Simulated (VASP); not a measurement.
# Rb2SnHgTe4: phonons from a supercell, part 3 of 6

Aim: the phonon dispersion and thermal properties of Rb2SnHgTe4. The start is a cell from a database of measured crystal structures.

VASP 6.6.1; LDA; plane waves and PAW (Hg, Te, Sn_d, Rb_sv).

So far. Step 2 (Relax the host): The run ended after 9 ionic steps, 0.070 eV below its first step, once forces and stress met EDIFFG = -0.02. Step 3 (Relax the host again, on a new basis): The run ended after 2 ionic steps, 0.000 eV below its first step, once forces and stress met EDIFFG = -0.02. The relaxed cell has a = 8.566, c = 7.242 Å (conventional setting).

## (4) Tight relaxation

Force constants are second derivatives, so residual forces and stress must first be far smaller than in an ordinary relaxation. Mesh differs from the relaxation before, which can move the cell too.

Input file INCAR:

```
SYSTEM = Rb2SnHgTe4
PREC = Accurate
ENCUT = 350
EDIFF = 1E-08
NELM = 120
ISMEAR = 0
SIGMA = 0.05
LREAL = .FALSE.
ALGO = Fast
GGA = CA
NBANDS = 42
LORBIT = 11
LWAVE = .FALSE.
LCHARG = .FALSE.
KPAR = 4
IBRION = 1
NSW = 30
ISIF = 3
EDIFFG = -0.002
POTIM = 0.4
```

Input file POSCAR:

```
Rb2SnHgTe4
1.0
   -4.2829274481      4.2829274481      3.6209087673
    4.2829274481     -4.2829274481      3.6209087673
    4.2829274481      4.2829274481     -3.6209087673
Hg Te Sn Rb
1 4 1 2
Direct
    0.0000000000      0.0000000000      0.0000000000
    0.9186679930      0.5642928414      0.0000000000
    0.0813320070      0.0813320070      0.6456248484
    0.5642928414      0.9186679930      0.0000000000
    0.4357071586      0.4357071586      0.3543751516
    0.5000000000      0.5000000000      0.0000000000
    0.5000000000      0.0000000000      0.5000000000
    0.0000000000      0.5000000000      0.5000000000
```

Input file KPOINTS:

```
Automatic mesh
0
Gamma
5 5 5
0 0 0
```

PAW data sets: Hg, Te, Sn_d and Rb_sv (LDA family, release 64).

Command:

```bash
> mpirun -np 4 vasp_std
```

Log:

```text
[... set-up lines as in an earlier step ...]
 entering main loop
       N       E                     dE             d eps       ncg     rms          rms(c)
DAV:   1     0.451027164833E+03    0.45103E+03   -0.23573E+04  1520   0.114E+03
DAV:   2     0.243315972126E+02   -0.42670E+03   -0.41155E+03  1682   0.291E+02
DAV:   3    -0.250990218631E+02   -0.49431E+02   -0.48762E+02  1846   0.111E+02
DAV:   4    -0.280976714489E+02   -0.29986E+01   -0.29872E+01  2248   0.249E+01
DAV:   5    -0.282139053860E+02   -0.11623E+00   -0.11616E+00  2312   0.400E+00    0.113E+01
RMM:   6    -0.274155675864E+02    0.79834E+00   -0.17488E+00  1578   0.521E+00    0.823E+00
RMM:   7    -0.273304480865E+02    0.85119E-01   -0.77934E-01  1562   0.257E+00    0.274E+00
RMM:   8    -0.273189742158E+02    0.11474E-01   -0.71971E-02  1880   0.131E+00    0.694E-01
RMM:   9    -0.273185009819E+02    0.47323E-03   -0.16101E-02  2112   0.607E-01    0.257E-01
RMM:  10    -0.273187340311E+02   -0.23305E-03   -0.50970E-03  2282   0.345E-01    0.907E-02
RMM:  11    -0.273189519621E+02   -0.21793E-03   -0.22977E-03  2566   0.180E-01    0.411E-02
RMM:  12    -0.273190679296E+02   -0.11597E-03   -0.13136E-03  2413   0.103E-01    0.210E-02
RMM:  13    -0.273191302991E+02   -0.62369E-04   -0.62706E-04  2527   0.745E-02    0.120E-02
RMM:  14    -0.273191732341E+02   -0.42935E-04   -0.43101E-04  2575   0.582E-02    0.107E-02
WARNING in EDDRMM: call to ZHEGV failed, returncode =   6  3     27
WARNING in EDDRMM: call to ZHEGV failed, returncode =   8  4     15
RMM:  15    -0.273192075167E+02   -0.34283E-04   -0.34082E-04  2628   0.453E-02    0.422E-03
RMM:  16    -0.273192298837E+02   -0.22367E-04   -0.22262E-04  2644   0.362E-02    0.392E-03
RMM:  17    -0.273192474082E+02   -0.17524E-04   -0.17217E-04  2569   0.292E-02    0.571E-03
 num prob  num prob  num prob RMM:  18    -0.273192574415E+02   -0.10033E-04   -0.97719E-05  2452   0.237E-02    0.616E-03
WARNING in EDDRMM: call to ZHEGV failed, returncode =   8  4     22
RMM:  19    -0.273192647767E+02   -0.73352E-05   -0.74137E-05  2391   0.196E-02    0.528E-03
 num prob  num prob  num prob  num prob  num prob  num prob  num prob RMM:  20    -0.273192692808E+02   -0.45041E-05   -0.44827E-05  2287   0.159E-02    0.629E-03
 num prob  num prob  num prob  num prob  num prob  num prob  num prob RMM:  21    -0.273192733451E+02   -0.40643E-05   -0.40968E-05  2246   0.134E-02    0.659E-03
 num prob  num prob WARNING in EDDRMM: call to ZHEGV failed, returncode =   6  3     31
 num prob  num prob RMM:  22    -0.273192754857E+02   -0.21406E-05   -0.23472E-05  2263   0.112E-02    0.518E-03
 num prob  num prob  num prob WARNING in EDDRMM: call to ZHEGV failed, returncode =   6  3     34
 num prob  num prob  num prob  num prob  num prob  num prob WARNING in EDDRMM: call to ZHEGV failed, returncode =   8  4     21
 num prob  num prob  num prob  num prob RMM:  23    -0.273192775620E+02   -0.20763E-05   -0.21219E-05  2140   0.929E-03    0.558E-03
 num prob  num prob  num prob  num prob  num prob WARNING in EDDRMM: call to ZHEGV failed, returncode =   8  4     21
WARNING in EDDRMM: call to ZHEGV failed, returncode =   6  3     20
WARNING in EDDRMM: call to ZHEGV failed, returncode =   6  3     21
 num prob  num prob  num prob WARNING in EDDRMM: call to ZHEGV failed, returncode =   6  3     20
 num prob  num prob WARNING in EDDRMM: call to ZHEGV failed, returncode =   6  3     20
 num prob  num prob  num prob RMM:  24    -0.273192789119E+02   -0.13499E-05   -0.13577E-05  2040   0.779E-03    0.605E-03
 num prob  num prob  num prob  num prob  num prob  num prob  num prob  num prob  num prob  num prob RMM:  25    -0.273192797784E+02   -0.86652E-06   -0.89940E-06  2092   0.667E-03    0.713E-03
 num prob  num prob  num prob  num prob  num prob  num prob  num prob  num prob  num prob  num prob  num prob  num prob  num prob RMM:  26    -0.273192804452E+02   -0.66678E-06   -0.69226E-06  2045   0.582E-03    0.961E-03
 num prob  num prob  num prob  num prob  num prob  num prob  num prob  num prob  num prob WARNING in EDDRMM: call to ZHEGV failed, returncode =   8  4     30
WARNING in EDDRMM: call to ZHEGV failed, returncode =   8  4      8
 num prob WARNING in EDDRMM: call to ZHEGV failed, returncode =   6  3     20
 num prob  num prob  num prob  num prob  num prob  num prob  num prob RMM:  27    -0.273192808502E+02   -0.40493E-06   -0.46052E-06  1899   0.487E-03    0.100E-02
 num prob  num prob  num prob  num prob  num prob  num prob  num prob  num prob  num prob  num prob  num prob  num prob  num prob  num prob  num prob  num prob RMM:  28    -0.273192811101E+02   -0.25996E-06   -0.30848E-06  1958   0.448E-03    0.114E-02
 num prob  num prob RMM:  29    -0.273192812604E+02   -0.15026E-06   -0.30879E-06  2162   0.463E-03    0.121E-02
 num prob  num prob  num prob  num prob  num prob  num prob  num prob  num prob  num prob  num prob  num prob  num prob  num prob  num prob RMM:  30    -0.273192813496E+02   -0.89195E-07   -0.15819E-06  1648   0.338E-03    0.924E-03
WARNING in EDDRMM: call to ZHEGV failed, returncode =   8  4     28
 num prob  num prob  num prob  num prob WARNING in EDDRMM: call to ZHEGV failed, returncode =   8  4     20
 num prob  num prob  num prob  num prob  num prob  num prob  num prob  num prob  num prob  num prob  num prob RMM:  31    -0.273192814507E+02   -0.10109E-06   -0.14511E-06  1773   0.302E-03    0.938E-03
 num prob  num prob  num prob  num prob  num prob  num prob  num prob  num prob  num prob  num prob  num prob  num prob  num prob  num prob  num prob  num prob  num prob  num prob  num prob  num prob  num prob  num prob  num prob RMM:  32    -0.273192814984E+02   -0.47742E-07   -0.67892E-07  1382   0.248E-03    0.849E-03
 num prob WARNING in EDDRMM: call to ZHEGV failed, returncode =   6  3     31
 num prob  num prob RMM:  33    -0.273192815354E+02   -0.36967E-07   -0.91080E-07  1965   0.317E-03    0.807E-03
 num prob  num prob  num prob  num prob  num prob  num prob  num prob  num prob  num prob  num prob  num prob  num prob WARNING in EDDRMM: call to ZHEGV failed, returncode =   6  3     34
 num prob  num prob  num prob  num prob  num prob  num prob  num prob  num prob  num prob RMM:  34    -0.273192815541E+02   -0.18699E-07   -0.41296E-07  1454   0.206E-03    0.670E-03
WARNING in EDDRMM: call to ZHEGV failed, returncode =   8  4     26
 num prob  num prob  num prob  num prob  num prob  num prob  num prob  num prob  num prob  num prob  num prob WARNING in EDDRMM: call to ZHEGV failed, returncode =   6  3     29
 num prob  num prob  num prob  num prob  num prob  num prob  num prob  num prob  num prob  num prob  num prob  num prob  num prob  num prob  num prob RMM:  35    -0.273192815872E+02   -0.33132E-07   -0.36617E-07  1340   0.203E-03    0.631E-03
 num prob  num prob  num prob  num prob  num prob  num prob  num prob  num prob  num prob  num prob WARNING in EDDRMM: call to ZHEGV failed, returncode =   8  4     21
WARNING in EDDRMM: call to ZHEGV failed, returncode =   6  3     23
 num prob  num prob  num prob  num prob  num prob  num prob  num prob  num prob RMM:  36    -0.273192816137E+02   -0.26525E-07   -0.27351E-07  1366   0.188E-03    0.580E-03
 num prob  num prob  num prob  num prob  num prob  num prob  num prob  num prob  num prob  num prob  num prob  num prob  num prob  num prob  num prob  num prob  num prob  num prob  num prob  num prob  num prob  num prob  num prob RMM:  37    -0.273192816220E+02   -0.82500E-08   -0.15105E-07  1204   0.171E-03    0.537E-03
 num prob  num prob  num prob  num prob  num prob  num prob  num prob  num prob  num prob  num prob  num prob  num prob  num prob  num prob  num prob  num prob  num prob  num prob  num prob  num prob  num prob  num prob RMM:  38    -0.273192816236E+02   -0.15862E-08   -0.14853E-07  1365   0.176E-03    0.442E-03
 num prob  num prob  num prob  num prob  num prob  num prob  num prob  num prob  num prob  num prob  num prob  num prob  num prob  num prob  num prob  num prob  num prob  num prob  num prob  num prob  num prob  num prob  num prob  num prob  num prob  num prob  num prob RMM:  39    -0.273192816319E+02   -0.83492E-08   -0.98969E-08  1153   0.159E-03
   1 F= -.27319282E+02 E0= -.27319282E+02  d E =-.273193E+02
 BRION: g(F)=  0.423E-04 g(S)=  0.682E-04
 bond charge predicted
       N       E                     dE             d eps       ncg     rms          rms(c)
DAV:   1    -0.273194758218E+02   -0.19420E-03   -0.57466E-03  1700   0.384E-01    0.546E-02
RMM:   2    -0.273194060787E+02    0.69743E-04   -0.13472E-04  1612   0.656E-02    0.300E-02
RMM:   3    -0.273193788511E+02    0.27228E-04   -0.47641E-05  1618   0.320E-02    0.123E-02
RMM:   4    -0.273193761975E+02    0.26537E-05   -0.13489E-05  1762   0.180E-02    0.393E-03
RMM:   5    -0.273193763069E+02   -0.10941E-06   -0.25509E-06  2268   0.900E-03    0.222E-03
 num prob RMM:   6    -0.273193763734E+02   -0.66495E-07   -0.76429E-07  2393   0.400E-03    0.919E-04
 num prob WARNING in EDDRMM: call to ZHEGV failed, returncode =   8  4     28
 num prob WARNING in EDDRMM: call to ZHEGV failed, returncode =   8  4     29
 num prob WARNING in EDDRMM: call to ZHEGV failed, returncode =   8  4     26
RMM:   7    -0.273193763910E+02   -0.17653E-07   -0.21257E-07  2197   0.191E-03    0.508E-04
 num prob  num prob  num prob  num prob  num prob  num prob  num prob  num prob  num prob  num prob  num prob  num prob  num prob  num prob  num prob  num prob  num prob  num prob RMM:   8    -0.273193763930E+02   -0.19672E-08   -0.33103E-08  1353   0.121E-03
   2 F= -.27319376E+02 E0= -.27319376E+02  d E =-.947611E-04
[... from here on, the cycles between the ionic steps are left out ...]
   3 F= -.27319469E+02 E0= -.27319469E+02  d E =-.921105E-04
   4 F= -.27319521E+02 E0= -.27319521E+02  d E =-.526689E-04
   5 F= -.27319525E+02 E0= -.27319525E+02  d E =-.336573E-05
   6 F= -.27319526E+02 E0= -.27319526E+02  d E =-.101040E-05
   7 F= -.27319529E+02 E0= -.27319529E+02  d E =-.365633E-05
   8 F= -.27319526E+02 E0= -.27319526E+02  d E =0.274621E-05
   9 F= -.27319526E+02 E0= -.27319526E+02  d E =0.873406E-07
  10 F= -.27319536E+02 E0= -.27319536E+02  d E =-.926355E-05
  11 F= -.27319527E+02 E0= -.27319527E+02  d E =0.818022E-05
  12 F= -.27319529E+02 E0= -.27319529E+02  d E =-.162907E-05
 BRION: g(F)=  0.122E-05 g(S)=  0.276E-06 retain N=  2 mean eig= 4.20
 eig:   2.859  5.542
 bond charge predicted
       N       E                     dE             d eps       ncg     rms          rms(c)
DAV:   1    -0.273195788477E+02   -0.49767E-04   -0.19140E-03  1558   0.269E-01    0.472E-02
RMM:   2    -0.273195411114E+02    0.37736E-04   -0.11287E-04  1557   0.673E-02    0.165E-02
RMM:   3    -0.273195335641E+02    0.75474E-05   -0.27238E-05  1551   0.275E-02    0.102E-02
RMM:   4    -0.273195325437E+02    0.10204E-05   -0.63425E-06  1787   0.136E-02    0.302E-03
RMM:   5    -0.273195326092E+02   -0.65545E-07   -0.17377E-06  2129   0.737E-03    0.284E-03
 num prob RMM:   6    -0.273195326347E+02   -0.25493E-07   -0.42335E-07  2342   0.336E-03    0.120E-03
 num prob  num prob  num prob RMM:   7    -0.273195326403E+02   -0.55779E-08   -0.79398E-08  1858   0.140E-03
  13 F= -.27319533E+02 E0= -.27319533E+02  d E =-.355665E-05
 BRION: g(F)=  0.419E-07 g(S)=  0.377E-07 retain N=  1 mean eig= 4.78
 eig:   4.779
 reached required accuracy - stopping structural energy minimisation
```

Elapsed: 3.7 min, on 4 MPI ranks of AMD EPYC 9R45, shared host; peak memory 1.3 GiB; 15 min of CPU time.

Parts of OUTCAR (step 4):

```text
  LATTYP: Found a body centered tetragonal cell.
 ALAT       =     8.5658548962
 C/A-ratio  =     0.8454284625

The static configuration has the point symmetry D_2d.

 Found     18 irreducible k-points:

   k-points           NKPTS =     18   k-points in BZ     NKDIM =     18   number of bands    NBANDS=     42

   ENCUT  =  350.0 eV  25.72 Ry    5.07 a.u.  10.76 10.76 10.76*2*pi/ulx,y,z

   NELECT =      68.0000    total number of electrons

 E-fermi :   3.6521

 k-point     1 :       0.0000    0.0000    0.0000
  band No.  band energies     occupation
    ...
     30       2.4406      2.00000
     31       2.9196      2.00000
     32       3.2909      2.00000
     33       3.3717      2.00000
     34       3.3717      2.00000
     35       4.9637      0.00000
     36       6.0643      0.00000
     37       6.8459      0.00000
     38       7.1672      0.00000
     39       7.4728      0.00000
    ...

 k-point     2 :       0.2000   -0.0000    0.0000
  band No.  band energies     occupation
    ...
     30       2.2840      2.00000
     31       2.5154      2.00000
     32       2.8071      2.00000
     33       3.2156      2.00000
     34       3.2226      2.00000
     35       5.2192      0.00000
     36       5.8174      0.00000
     37       6.9206      0.00000
     38       7.0994      0.00000
     39       7.3253      0.00000
    ...

  Total        0.0004816      0.0004816     -0.0027118     -0.0000000      0.0000000      0.0000000
  in kB        0.0029072      0.0029072     -0.0163693     -0.0000000      0.0000000      0.0000000
  external PRESSURE =      -0.0035183 kB  Pullay stress =       0.0000000 kB

  energy-cutoff  :      350.00
  volume of cell :      265.42
      direct lattice vectors                 reciprocal lattice vectors
    -4.285640871  4.285640871  3.612773833     0.000000000  0.116668665  0.138397814
     4.285640871 -4.285640871  3.612773833     0.116668665 -0.000000000  0.138397814
     4.285640871  4.285640871 -3.612773833     0.116668665  0.116668665  0.000000000

 POSITION                                       TOTAL-FORCE (eV/Angst)
 -----------------------------------------------------------------------------------
     -0.00000      0.00000     -0.00000        -0.000000     -0.000000      0.000000
     -1.52140      1.52140      5.35681        -0.000360      0.000360     -0.000112
      2.76424      2.76424     -1.74404        -0.000360     -0.000360      0.000112
      1.52140     -1.52140      5.35681         0.000360     -0.000360     -0.000112
      1.52140      1.52140      1.86874         0.000360      0.000360      0.000112
     -0.00000     -0.00000      3.61277        -0.000000     -0.000000     -0.000000
      0.00000      4.28564      0.00000        -0.000000     -0.000000      0.000000
      4.28564      0.00000      0.00000        -0.000000      0.000000      0.000000
 -----------------------------------------------------------------------------------
    total drift:                                0.000000      0.000000      0.000001

  FREE ENERGIE OF THE ION-ELECTRON SYSTEM (eV)
  ---------------------------------------------------
  free  energy   TOTEN  =       -27.3195326403 eV

  energy  without entropy=      -27.3195326403  energy(sigma->0) =      -27.31953264

 total charge
# of ion       s       p       d       tot
------------------------------------------
    1        0.746   0.392   9.361  10.498
    2        1.382   2.012   0.022   3.416
    3        1.382   2.012   0.022   3.416
    4        1.382   2.012   0.022   3.416
    5        1.382   2.012   0.022   3.416
    6        1.157   1.086  10.031  12.273
    7        1.945   5.330   0.042   7.317
    8        1.945   5.330   0.042   7.317
--------------------------------------------------
tot         11.321  20.185  19.562  51.067

[... 3 parts as in an earlier step ...]

[... 7 further parts left out ...]
```

CONTCAR:

```
Rb2SnHgTe4
   1.00000000000000
    -4.2856408706343858    4.2856408706343858    3.6127738328761598
     4.2856408706343858   -4.2856408706343858    3.6127738328761594
     4.2856408706343858    4.2856408706343858   -3.6127738328761594
  Hg              Te              Sn              Rb
     1     4     1     2
Direct
     0.0000000000000000   -0.0000000000000000   -0.0000000000000000
     0.9188702050081441    0.5638710782338243    0.0000000000000000
     0.0811297949918560    0.0811297949918560    0.6450008732256818
     0.5638710782338243    0.9188702050081441    0.0000000000000000
     0.4361289217661807    0.4361289217661807    0.3549991267743244
     0.5000000000000000    0.5000000000000000   -0.0000000000000000
     0.5000000000000000   -0.0000000000000000    0.5000000000000000
     0.0000000000000000    0.5000000000000000    0.5000000000000000
```

Relaxation path:

```
step  energy less that of the first step (eV)  largest force (eV/Å)  pressure (GPa)  volume (Å³)
   1                                   0.0000                0.0166            0.01       265.68
   2                                  -0.0001                0.0120           -0.01       265.73
   3                                  -0.0002                0.0096            0.00       265.65
   4                                  -0.0002                0.0048            0.00       265.57
   5                                  -0.0002                0.0040            0.00       265.54
   6                                  -0.0002                0.0038            0.00       265.53
   7                                  -0.0002                0.0023            0.00       265.51
   8                                  -0.0002                0.0035            0.00       265.53
   9                                  -0.0002                0.0035            0.00       265.53
  10                                  -0.0003                0.0032            0.00       265.53
  11                                  -0.0002                0.0032            0.00       265.52
  12                                  -0.0002                0.0028            0.00       265.50
  13                                  -0.0003                0.0005            0.00       265.42
```

```
conventional cell, symmetrised  before  after  change
                         a (Å)   8.566  8.571  +0.1 %
                         b (Å)   8.566  8.571  +0.1 %
                         c (Å)   7.242  7.226  -0.2 %
              volume (Å³/atom)   33.21  33.18  -0.1 %
```

The relaxed structure:

```xyz
8
Lattice="-4.2856 4.2856 3.6128 4.2856 -4.2856 3.6128 4.2856 4.2856 -3.6128" Properties=species:S:1:pos:R:3 pbc="T T T"
Hg    0.0000    0.0000    0.0000
Te   -1.5214    1.5214    5.3568
Te    2.7642    2.7642   -1.7440
Te    1.5214   -1.5214    5.3568
Te    1.5214    1.5214    1.8687
Sn    0.0000    0.0000    3.6128
Rb    0.0000    4.2856    0.0000
Rb    4.2856    0.0000    0.0000
```

Numbers from this step:

```yaml
electronic_cycles: 110
fermi_energy: 3.652 eV
pressure: -3.52e-4 GPa
gap_on_the_k_mesh: 0.6577 eV
least_direct_gap_on_the_k_mesh: 1.045 eV
```

The run ended after 13 ionic steps, 0.000 eV below its first step, once forces and stress met EDIFFG = -0.002.

(Part 3 of 6 ends here.)

[Lines on the potential files, build, host, timing and source positions are cut from VASP's logs without a mark.]

[Logs are printed without paths, hosts, clocks, repeated set-up lines and the standing remarks that a program may print on its own settings, such as how far it seeks lower states.]

[Hosts, paths, dates, database ids (printed as entryN), source tags and the programs' standing remarks are cut or masked in the printed files.]

[Runs that stopped without an error message from VASP are left out.]
